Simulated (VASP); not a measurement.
Here is the system:

```xyz
2
Lattice="0.0000 2.4725 2.4725 2.4725 0.0000 2.4725 2.4725 2.4725 0.0000" Properties=species:S:1:pos:R:3 pbc="T T T"
Ca     0.0000     0.0000     0.0000
O      2.4725     2.4725     2.4725
```

These are RPBE GGA, VASP's PBE PAW potentials (set 64) (plane waves; VASP) values and carry that method's errors. Settings: 520 eV cut-off, 9×9×9 Γ-centred mesh, Gaussian smearing of 0.050 eV, potentials Ca_sv O.

Question: Give the stress tensor in GPa (positive for a compressed cell).

Answer: 
```
-2.59   0.00   0.00
 0.00  -2.59   0.00
 0.00   0.00  -2.59
```
The pressure is its mean diagonal, -2.59 GPa.

The compound is CaO in the rock salt structure. This cell is one point of a volume scan, at 1.03 of the reference volume.
